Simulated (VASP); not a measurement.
Output of a VASP run:

**OSZICAR**
```
       N       E                     dE             d eps       ncg     rms          rms(c)
DAV:   1     0.115869164267E+02    0.11587E+02   -0.48899E+03  1032   0.889E+02
DAV:   2    -0.131925645469E+02   -0.24779E+02   -0.23937E+02  1128   0.139E+02
DAV:   3    -0.134803460828E+02   -0.28778E+00   -0.28778E+00  1168   0.170E+01
DAV:   4    -0.134806939777E+02   -0.34789E-03   -0.34789E-03  1232   0.539E-01
DAV:   5    -0.134806941178E+02   -0.14005E-06   -0.14005E-06  1232   0.927E-03    0.665E+00
DAV:   6    -0.121545285496E+02    0.13262E+01   -0.83649E+00   896   0.205E+01    0.219E+00
DAV:   7    -0.121359752633E+02    0.18553E-01   -0.34080E-02   960   0.241E+00    0.128E+00
DAV:   8    -0.121282426731E+02    0.77326E-02   -0.21645E-02   896   0.228E+00    0.145E-01
DAV:   9    -0.121281638323E+02    0.78841E-04   -0.36641E-04  1352   0.168E-01    0.721E-02
DAV:  10    -0.121282459544E+02   -0.82122E-04   -0.11527E-04   920   0.116E-01    0.437E-03
DAV:  11    -0.121282462594E+02   -0.30497E-06   -0.37383E-07  1368   0.674E-03    0.235E-03
DAV:  12    -0.121282462806E+02   -0.21227E-07   -0.26522E-07   936   0.489E-03
   1 F= -.12128246E+02 E0= -.12128246E+02  d E =-.494956E-21
```

File OUTCAR:
```
------------------------ aborting loop because EDIFF is reached ----------------------------------------
  FORCE on cell =-STRESS in cart. coord.  units (eV):
  Direction    XX          YY          ZZ          XY          YZ          ZX
  --------------------------------------------------------------------------------------
  Total        0.5797556      0.5797556      0.5797556      0.0000000      0.0000000      0.0000000
  in kB       51.1083101     51.1083101     51.1083101      0.0000000      0.0000000      0.0000000
  external PRESSURE =      51.1083101 kB  Pullay stress =       0.0000000 kB
  volume of cell :       18.17
      direct lattice vectors                 reciprocal lattice vectors
     0.000000000  2.086786441  2.086786441    -0.239602860  0.239602860  0.239602860
     2.086786441  0.000000000  2.086786441     0.239602860 -0.239602860  0.239602860
     2.086786441  2.086786441  0.000000000     0.239602860  0.239602860 -0.239602860
  FREE ENERGIE OF THE ION-ELECTRON SYSTEM (eV)
  ---------------------------------------------------
  free  energy   TOTEN  =       -12.1282462806 eV

  energy  without entropy=      -12.1282462806  energy(sigma->0) =      -12.12824628
```
(Selected blocks of OUTCAR.)

**POSCAR**
```
MgO
1
    0.0000000000     2.0867864412     2.0867864412
    2.0867864412     0.0000000000     2.0867864412
    2.0867864412     2.0867864412     0.0000000000
Mg O
1 1
Direct
  0.0000000000   0.0000000000   0.0000000000
  0.5000000000   0.5000000000   0.5000000000
```

Task: Reconstruct the remaining input files.

Result: Several could match; the one computed here: the input of the run itself, AM05 GGA, plane waves, VASP's PBE PAW potentials (set 64).

INCAR:
```
SYSTEM  =  MgO
PREC  =  Accurate; ENCUT  =  520; LREAL  =  .False.
LASPH  =  .True.
EDIFF  =  1E-7; NELM  =  100; ALGO  =  Normal
ISMEAR  =  0; SIGMA  =  0.05
GGA  =  AM
ISIF  =  2
LWAVE  =  .False.; LCHARG  =  .False.
```

### KPOINTS
```
Automatic mesh
0
Gamma
11 11 11
0 0 0
```

POTCAR, in this order: Mg O (PBE.64 set). Program: vasp_std.

The compound is MgO in the rock salt structure. This cell is one point of a volume scan, at 0.97 of the reference volume.
